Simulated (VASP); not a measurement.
Data:

```xyz
5
Lattice="1.9597 -3.3943 0.0000 1.9597 3.3943 0.0000 0.0000 0.0000 6.1050" Properties=species:S:1:pos:R:3 pbc="T T T"
La     1.9597     1.1314     1.5008
La     1.9597    -1.1314     4.6043
O      0.0000     0.0000     0.0000
O      1.9597     1.1314     3.9452
O      1.9597    -1.1314     2.1598
```

The numbers are results of PBE GGA with D3 dispersion (zero damping), VASP's PBE PAW potentials (set 64) (plane waves; VASP 6.6.1), not measurements. Numerical set-up: 520 eV cut-off, 7×7×4 Γ-centred mesh, tetrahedra with Blöchl corrections, potentials La O.

Problem. Predict the energy per atom (σ→0).

Solution. 
energy per atom (σ→0): -8.551 eV/atom

The absolute energy has meaning only against runs of the same code, potentials and settings.

The compound is La2O3 in the a-type structure. It was relaxed first.
